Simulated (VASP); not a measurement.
Consider the following.

```
CELL_PARAMETERS angstrom
      5.51977     0.00000     0.00000
      0.00000     5.51977     0.00000
      0.00000     0.00000     3.25279
ATOMIC_POSITIONS crystal
  Zn 0.18200 0.18200 0.50000
  Zn 0.81800 0.81800 0.50000
  Zn 0.31800 0.68200 0.00000
  Zn 0.68200 0.31800 0.00000
  O  0.81759 0.18241 0.50000
  O  0.18241 0.81759 0.50000
  O  0.31759 0.31759 0.00000
  O  0.68241 0.68241 0.00000
```

Level of theory: PBEsol GGA, VASP's PBE PAW potentials (set 64) (plane waves; VASP 6.6.1). Numerical set-up: 520 eV cut-off, 5×5×8 Γ-centred mesh, tetrahedra with Blöchl corrections, potentials Zn O.

Q: Tabulate the total density of states (states/eV per cell) against energy (eV; zero at the valence-band maximum or, without a gap, the Fermi level).

A: 
```csv
E (eV),DOS (states/eV)
-9.97,0.00
-9.73,0.00
-9.49,0.00
-9.25,0.00
-9.01,0.00
-8.77,0.00
-8.53,0.00
-8.29,0.00
-8.05,0.00
-7.81,0.00
-7.57,0.00
-7.33,0.00
-7.09,0.00
-6.85,0.00
-6.61,0.00
-6.37,6.08
-6.13,8.36
-5.89,16.1
-5.65,12.3
-5.41,32.4
-5.17,20.2
-4.93,3.96
-4.69,8.46
-4.45,34.7
-4.21,22.0
-3.97,1.50
-3.73,8.03
-3.49,8.27
-3.25,5.26
-3.01,4.94
-2.77,7.06
-2.53,3.93
-2.29,4.67
-2.05,5.50
-1.81,8.11
-1.57,7.22
-1.33,10.5
-1.09,8.31
-0.85,7.76
-0.61,4.93
-0.37,3.36
-0.13,0.42
0.11,0.00
0.35,0.00
0.59,0.00
0.83,0.00
1.07,0.02
1.31,0.05
1.55,0.10
1.79,0.18
2.03,0.22
2.27,0.28
2.51,0.36
2.75,0.57
2.99,0.63
3.23,0.60
3.47,0.64
3.71,0.66
3.95,0.95
4.19,1.19
```
Within 2 eV below the valence-band maximum the largest weight inside VASP's projection spheres is O p, then Zn d.

The structure comes from a computed database's ZnO entry (P4_2/mnm); how it stands against other phases isn't given here. It was relaxed first.
